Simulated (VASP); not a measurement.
```
CELL_PARAMETERS angstrom
      2.81473    -2.81674     0.00263
      2.81473     2.81674     0.00263
     -2.70392     0.00000     7.25391
ATOMIC_POSITIONS crystal
  Y  0.62411 0.37589 0.75000
  Y  0.37589 0.62411 0.25000
  Si 0.04238 0.79079 0.58530
  Si 0.95762 0.20921 0.41470
  Si 0.20921 0.95762 0.91470
  Si 0.79079 0.04238 0.08530
```

Calculation: r2SCAN meta-GGA, VASP's PBE PAW potentials (set 64) (plane waves; VASP 6.6.1). Numerical set-up: 400 eV cut-off, 9×9×5 Γ-centred mesh, tetrahedra with Blöchl corrections, potentials Y_sv Si.

### Question
Give the energies of bands 11 to 22 at the high-symmetry points, in eV from the Fermi level.

### Answer

| band | Γ | A | I2 | M2 | Y | V2 |
|---|---|---|---|---|---|---|
| 11 | -9.36 | -6.81 | -8.29 | -8.32 | -8.33 | -9.41 |
| 12 | -3.88 | -6.81 | -8.29 | -8.32 | -8.30 | -6.83 |
| 13 | -3.82 | -3.81 | -5.20 | -5.21 | -5.26 | -5.10 |
| 14 | -3.79 | -3.81 | -5.20 | -5.21 | -5.17 | -4.90 |
| 15 | -2.66 | -2.66 | -3.86 | -3.82 | -3.83 | -4.10 |
| 16 | -2.66 | -2.66 | -3.86 | -3.82 | -3.82 | -2.12 |
| 17 | -2.46 | -2.15 | -3.26 | -3.33 | -3.36 | -2.06 |
| 18 | -1.16 | -2.15 | -3.26 | -3.33 | -3.29 | -1.58 |
| 19 | -0.85 | 0.88 | 0.01 | 0.02 | -0.09 | -0.81 |
| 20 | -0.46 | 0.88 | 0.01 | 0.02 | 0.14 | -0.25 |
| 21 | 1.17 | 1.51 | 2.17 | 2.16 | 2.14 | 0.84 |
| 22 | 1.76 | 1.51 | 2.17 | 2.16 | 2.17 | 1.56 |

It has no gap at this level: it comes out as a metal or semimetal.

The structure comes from a computed database's YSi2 entry (C2/c); how it stands against other phases isn't given here. It was relaxed first.
